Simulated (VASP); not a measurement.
Given:

```
CdCu4Yb
1.0
    0.00000     3.56550     3.56550
    3.56550     0.00000     3.56550
    3.56550     3.56550     0.00000
Cu Cd Yb
4 1 1
Direct
  0.37413   0.37413   0.37413
  0.87761   0.37413   0.37413
  0.37413   0.37413   0.87761
  0.37413   0.87761   0.37413
  0.00000   0.00000   0.00000
  0.75000   0.75000   0.75000
```
Starting moments (μB, in the order of the record's atoms Cu Cu Cu Cu Cd Yb): 0.0 0.0 0.0 0.0 0.0 1.0.

These are PBEsol GGA, VASP's PBE PAW potentials (set 64) (plane waves; VASP 6.6.1) values and carry that method's errors. Settings: 300 eV cut-off, 5×5×5 Γ-centred mesh, Fermi-Dirac smearing of 0.14 eV, potentials Cu Cd Yb.

At this cut-off the stress carries a Pulay error, which pulls relaxed volumes low.

Q: Which forces act on the atoms, in eV/Å?

A: 
```tsv
atom	Fx	Fy	Fz
Cu1	0.029	0.029	0.029
Cu2	0.029	-0.029	-0.029
Cu3	-0.029	-0.029	0.029
Cu4	-0.029	0.029	-0.029
Cd5	0.000	0.000	0.000
Yb6	0.000	0.000	0.000
```

Q: Give the stress tensor in GPa (positive for a compressed cell).

A: 
```
-3.88   0.00   0.00
 0.00  -3.88   0.00
 0.00   0.00  -3.88
```
The pressure is its mean diagonal, -3.88 GPa.

The structure comes from a measured YbCdCu4 entry (F-43m) of the Crystallography Open Database, whose conditions weren't checked. The cell was not relaxed at this level. The k-mesh is coarse (spacing up to 0.31 per Å, 2π included), so the numbers may not be converged in it.
